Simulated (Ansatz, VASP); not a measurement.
# Cross-check of Zn3InPSe3 between VASP and Ansatz

One calculation is typed for both programs; each brings its own data sets. How far apart do they land? The cell is generated by rule, not measured, and may not be a known phase. The cell is taken from a series of runs on this material, whose earlier steps may have relaxed, scaled, displaced or heated it; both programs get it as it stands.

Calculated with Ansatz 0.2.0; plane waves, with VASP 6.6.1 beside it; relaxation of cell and atoms at PBE.

The structure was built from a prototype and need not be the compound's stable phase.

### Step 1. Starting point

The structure is orthorhombic, space group Pmm2 (No. 25). The conventional cell has a = 4.099 Å, b = 4.125 Å, c = 11.529 Å, α = 90.00°, β = 90.00°, γ = 90.00°. Nearest to In lie 2 P at 2.51 Å and 2 Se at 2.71 Å. Nearest to P lie 2 Zn at 2.38 Å and 2 In at 2.51 Å. Se has 4 Zn at 2.46 to 2.54 Å nearest. Nearest to Se lie 4 Zn at 2.47 to 2.52 Å. Nearest to Se lie 2 Zn at 2.52 Å and 2 In at 2.71 Å. Zn has 2 P at 2.38 Å and 2 Se at 2.54 Å nearest. Farther neighbours and most contacts between anions are not listed.

As a file:

```xyz
8
Lattice="2.9166 2.9166 0.0000 -2.8984 2.8984 0.0000 0.0000 0.0000 11.5287" Properties=species:S:1:pos:R:3 pbc="T T T"
In    0.0000    0.0000    0.2069
P     1.4583    1.4583    1.6395
Se   -1.4492    1.4492    4.3269
Se    1.4583    1.4583    7.1486
Se   -1.4492    1.4492    9.9616
Zn    0.0091    2.9075    2.8498
Zn    0.0000    0.0000    5.6959
Zn    0.0091    2.9075    8.5213
```

### Step 2. VASP: relaxation of cell and atoms, PBE

The relaxed volume is the usual yardstick between codes: in a stiff, nearly cubic crystal its relative difference is about their pressure difference at one cell divided by the bulk modulus.

Lines of VASP's logs that name or quote its potential files are left out, and so is its time.

INCAR

```
SYSTEM = Zn3InPSe3
PREC = Accurate
ENCUT = 500
EDIFF = 1E-07
NELM = 120
ISMEAR = 0
SIGMA = 0.01
LREAL = .FALSE.
ALGO = Normal
GGA = PE
NBANDS = 44
LORBIT = 11
LWAVE = .FALSE.
LCHARG = .FALSE.
ISIF = 3
IBRION = 2
NSW = 80
EDIFFG = -0.005
LASPH = .TRUE.
GGA_COMPAT = .FALSE.
NELMIN = 4
EFERMI = MIDGAP
KPAR = 2
```

POSCAR

```
Zn3InPSe3
1.0
    2.9165790000      2.9165790000      0.0000000000
   -2.8984290000      2.8984290000      0.0000000000
    0.0000000000      0.0000000000     11.5286880000
In P Se Zn
1 1 3 3
Direct
    0.0000000000      0.0000000000      0.0179441928
    0.5000000000      0.0000000000      0.1422127132
    0.0000000000      0.5000000000      0.3753136523
    0.5000000000      0.0000000000      0.6200674353
    0.0000000000      0.5000000000      0.8640698751
    0.5000000000      0.5000000000      0.2471935228
    0.0000000000      0.0000000000      0.4940627242
    0.5000000000      0.5000000000      0.7391358843
```

KPOINTS

```
Automatic mesh
0
Gamma
8 8 2
0 0 0
```

Potentials, in the order of the species: In_d, P, Se and Zn (PBE family, release 64).

Launch:

```
$ mpirun -np 2 vasp_std
```

Numbers of over 12 decimals in the logs are rounded to 6 here.

Output:

```text
[banner, memory and clock lines left out]
running    2 mpi-ranks, on    1 nodes
 distrk:  each k-point on    1 cores,    2 groups
 distr:  one band on    1 cores,    1 groups

 POSCAR found type information on POSCAR InP SeZn
 POSCAR found :  4 types and       8 ions
 LDA part: xc-table for (Slater+PW92), standard interpolation
 POSCAR, INCAR and KPOINTS ok, starting setup
 FFT: planning ... GRIDC
 FFT: planning ... GRID_SOFT
 FFT: planning ... GRID
 WAVECAR not read
 entering main loop
       N       E                     dE             d eps       ncg     rms          rms(c)
DAV:   1     0.583579992158E+03    0.58358E+03   -0.31283E+04  4400   0.182E+03
DAV:   2     0.508356146792E+02   -0.53274E+03   -0.51859E+03  4404   0.429E+02
DAV:   3    -0.236935637530E+02   -0.74529E+02   -0.73202E+02  4956   0.158E+02
DAV:   4    -0.276351237351E+02   -0.39416E+01   -0.39204E+01  5336   0.350E+01
DAV:   5    -0.277362105235E+02   -0.10109E+00   -0.10097E+00  6112   0.617E+00    0.934E+00
DAV:   6    -0.263167299487E+02    0.14195E+01   -0.31287E+00  6748   0.361E+01    0.665E+00
DAV:   7    -0.263225102758E+02   -0.57803E-02   -0.27847E+00  5500   0.823E+00    0.255E+00
DAV:   8    -0.263109832286E+02    0.11527E-01   -0.24134E-01  5364   0.545E+00    0.110E+00
DAV:   9    -0.263113086213E+02   -0.32539E-03   -0.42938E-02  5416   0.378E+00    0.256E-01
DAV:  10    -0.263120137180E+02   -0.70510E-03   -0.93949E-03  4896   0.125E+00    0.169E-01
DAV:  11    -0.263122637081E+02   -0.24999E-03   -0.18672E-03  5608   0.444E-01    0.845E-02
DAV:  12    -0.263124188667E+02   -0.15516E-03   -0.64174E-04  4840   0.288E-01    0.314E-02
DAV:  13    -0.263124530858E+02   -0.34219E-04   -0.99564E-05  4872   0.104E-01    0.141E-02
DAV:  14    -0.263124588877E+02   -0.58019E-05   -0.27891E-05  6404   0.437E-02    0.937E-03
DAV:  15    -0.263124614217E+02   -0.25340E-05   -0.10477E-05  4808   0.258E-02    0.339E-03
DAV:  16    -0.263124616920E+02   -0.27027E-06   -0.72424E-07  4952   0.708E-03    0.162E-03
DAV:  17    -0.263124617308E+02   -0.38747E-07   -0.16864E-07  3540   0.404E-03
   1 F= -.26312462E+02 E0= -.26312462E+02  d E =-.263125E+02
[...]
2 F= -.26312654E+02 E0= -.26312654E+02  d E =-.192390E-03
[...]
3 F= -.26312658E+02 E0= -.26312658E+02  d E =-.196362E-03
[...]
4 F= -.26312682E+02 E0= -.26312682E+02  d E =-.236591E-04
[...]
5 F= -.26312703E+02 E0= -.26312703E+02  d E =-.447259E-04
 curvature:  -1.65 expect dE=-0.186E-04 dE for cont linesearch -0.409E-08
 trial: gam= 0.37068 g(F)=  0.974E-05 g(S)=  0.158E-05 ort = 0.277E-06 (trialstep = 0.140E+01)
 search vector abs. value=  0.158E-04
 bond charge predicted
       N       E                     dE             d eps       ncg     rms          rms(c)
DAV:   1    -0.263127218607E+02   -0.19052E-04   -0.41358E-03  4584   0.315E-01    0.323E-02
DAV:   2    -0.263127186066E+02    0.32542E-05   -0.99341E-05  5516   0.836E-02    0.170E-02
DAV:   3    -0.263127137988E+02    0.48078E-05   -0.67032E-06  6116   0.233E-02    0.862E-03
DAV:   4    -0.263127125501E+02    0.12486E-05   -0.24004E-06  5624   0.120E-02    0.209E-03
DAV:   5    -0.263127125535E+02   -0.33742E-08   -0.65465E-07  4516   0.606E-03
   6 F= -.26312713E+02 E0= -.26312713E+02  d E =-.973501E-05
 trial-energy change:   -0.000010  1 .order   -0.000010   -0.000016   -0.000004
 step:   1.8389(harm=  1.8389)  dis= 0.00070  next Energy=   -26.312713 (dE=-0.105E-04)
 reached required accuracy - stopping structural energy minimisation
```

OUTCAR, selected parts (step 2):

```text
ion  position               nearest neighbor table
   1  0.000  0.000  0.018-   2 2.51   2 2.51   5 2.71   5 2.71
   2  0.500  0.000  0.142-   6 2.38   6 2.38   1 2.51   1 2.51
   3  0.000  0.500  0.375-   7 2.46   7 2.46   6 2.54   6 2.54
   4  0.500  0.000  0.620-   8 2.47   8 2.47   7 2.52   7 2.52
   5  0.000  0.500  0.864-   8 2.52   8 2.52   1 2.71   1 2.71
   6  0.500  0.500  0.247-   2 2.38   2 2.38   3 2.54   3 2.54
   7  0.000  0.000  0.494-   3 2.46   3 2.46   4 2.52   4 2.52
   8  0.500  0.500  0.739-   4 2.47   4 2.47   5 2.52   5 2.52

  LATTYP: Found a simple orthorhombic cell.
 ALAT       =     4.0989976014
 B/A-ratio  =     1.0062620130
 C/A-ratio  =     2.8125627583

 Subroutine GETGRP returns: Found  4 space group operations
 (whereof  4 operations were pure point group operations)

The static configuration has the point symmetry C_2v.

 Found     50 irreducible k-points:

   k-points           NKPTS =     50   k-points in BZ     NKDIM =     50   number of bands    NBANDS=     44

   dimension x,y,z NGX =    30 NGY =   30 NGZ =   84
   dimension x,y,z NGXF=    60 NGYF=   60 NGZF=  168

   ENCUT  =  500.0 eV  36.75 Ry    6.06 a.u.   7.52  7.47 21.02*2*pi/ulx,y,z

   NELECT =      72.0000    total number of electrons

 k-points in reciprocal lattice and weights: Automatic mesh
   0.00000000  0.00000000  0.00000000       0.008
   0.12500000  0.00000000  0.00000000       0.016
   0.25000000  0.00000000  0.00000000       0.016
   0.37500000  0.00000000  0.00000000       0.016
   0.50000000  0.00000000  0.00000000       0.008
   0.00000000  0.12500000  0.00000000       0.016
   0.12500000  0.12500000  0.00000000       0.031
   0.25000000  0.12500000  0.00000000       0.031
   0.37500000  0.12500000  0.00000000       0.031
[...]
0.37500000  0.50000000  0.50000000       0.016
   0.50000000  0.50000000  0.50000000       0.008

 average (electrostatic) potential at core
       1 -98.5497       2 -85.1876       3 -55.1919       4 -55.4934       5 -55.7896
       6 -36.2113       7 -36.4509       8 -36.7643

 E-fermi :   2.7052

 k-point     1 :       0.0000    0.0000    0.0000
  band No.  band energies     occupation
    ...
     32       1.0560      2.00000
     33       1.1568      2.00000
     34       2.1714      2.00000
     35       2.2156      2.00000
     36       2.3318      2.00000
     37       3.0785      0.00000
     38       4.8122      0.00000
     39       5.1508      0.00000
     40       5.6467      0.00000
     41       5.6758      0.00000
    ...

 k-point     2 :       0.1250    0.0000    0.0000
  band No.  band energies     occupation
    ...
     32       0.9147      2.00000
     33       1.1989      2.00000
     34       1.2298      2.00000
     35       2.0177      2.00000
     36       2.3061      2.00000
     37       3.8788      0.00000
     38       5.1180      0.00000
     39       5.5654      0.00000
     40       5.6596      0.00000
     41       5.8694      0.00000
    ...

 k-point     3 :       0.2500    0.0000    0.0000
  band No.  band energies     occupation
    ...
     32       0.9214      2.00000
     33       1.0432      2.00000
     34       1.2919      2.00000
     35       1.5802      2.00000
     36       2.2306      2.00000
     37       4.5034      0.00000
     38       5.1357      0.00000
     39       5.4364      0.00000
     40       5.6545      0.00000
     41       6.9946      0.00000
    ...

  Total       -0.0002744     -0.0002744      0.0028588     -0.0074215      0.0000000      0.0000000
  in kB       -0.0022507     -0.0022507      0.0234455     -0.0608652      0.0000000      0.0000000
  external PRESSURE =       0.0063147 kB  Pullay stress =       0.0000000 kB

  energy-cutoff  :      500.00
  volume of cell :      195.36
      direct lattice vectors                 reciprocal lattice vectors
     2.917715801  2.917715801  0.000000000     0.171366930  0.171366930  0.000000000
    -2.899556660  2.899556660  0.000000000    -0.172440155  0.172440155  0.000000000
     0.000000000  0.000000000 11.545871252     0.000000000  0.000000000  0.086611047

 POSITION                                       TOTAL-FORCE (eV/Angst)
 -----------------------------------------------------------------------------------
     -0.00000      0.00000      0.20872        -0.000000      0.000000     -0.000281
      1.45886      1.45886      1.63936        -0.000000      0.000000      0.000473
     -1.44978      1.44978      4.33209        -0.000000      0.000000     -0.003654
      1.45886      1.45886      7.15903        -0.000000      0.000000      0.003069
     -1.44978      1.44978      9.97922        -0.000000      0.000000     -0.001365
      0.00908      2.90864      2.85186        -0.000000      0.000000     -0.000780
     -0.00000      0.00000      5.70471        -0.000000      0.000000     -0.002011
      0.00908      2.90864      8.53555         0.000000     -0.000000      0.004548
 -----------------------------------------------------------------------------------
    total drift:                                0.000000     -0.000000      0.002481

  FREE ENERGIE OF THE ION-ELECTRON SYSTEM (eV)
  ---------------------------------------------------
  free  energy   TOTEN  =       -26.3127125535 eV

  energy  without entropy=      -26.3127125535  energy(sigma->0) =      -26.31271255

 reached required accuracy - stopping structural energy minimisation

 total charge
# of ion       s       p       d       tot
------------------------------------------
    1        0.845   0.675   9.897  11.417
    2        1.031   1.484   0.000   2.515
    3        1.440   2.396   0.026   3.862
    4        1.440   2.398   0.026   3.864
    5        1.448   2.382   0.023   3.853
    6        0.547   0.448   9.765  10.760
    7        0.526   0.409   9.782  10.716
    8        0.526   0.409   9.782  10.717
--------------------------------------------------
tot          7.803  10.600  39.301  57.704

[... 3 further parts left out ...]
```

CONTCAR:

```
Zn3InPSe3
   1.00000000000000
     2.9177158009231898    2.9177158009231898    0.0000000000000000
    -2.8995566600114078    2.8995566600114078    0.0000000000000000
     0.0000000000000000    0.0000000000000000   11.5458712517626250
  In              P               Se              Zn
     1     1     3     3
Direct
     0.0000000000000000    0.0000000000000000    0.0180776539915843
     0.5000000000000000    0.0000000000000000    0.1419864560773089
     0.0000000000000000    0.5000000000000000    0.3752071926633227
     0.5000000000000000    0.0000000000000000    0.6200511959663403
     0.0000000000000000    0.5000000000000000    0.8643109266566790
     0.5000000000000000    0.5000000000000000    0.2470025750498279
     0.0000000000000000    0.0000000000000000    0.4940912034059208
     0.5000000000000000    0.5000000000000000    0.7392727961890232
```

The run keeps the 4 symmetry operations of its start, so it cannot find a distortion of lower symmetry.

[end of part 1 of 2]

[Lines on the potential files, build, host, timing and source positions are cut from VASP's logs without a mark.]

[Logs are printed without paths, hosts, clocks, repeated set-up lines and the standing remarks that a program may print on its own settings, such as how far it seeks lower states.]

[Hosts, paths, dates, database ids (printed as entryN), source tags and the programs' standing remarks are cut or masked in the printed files.]
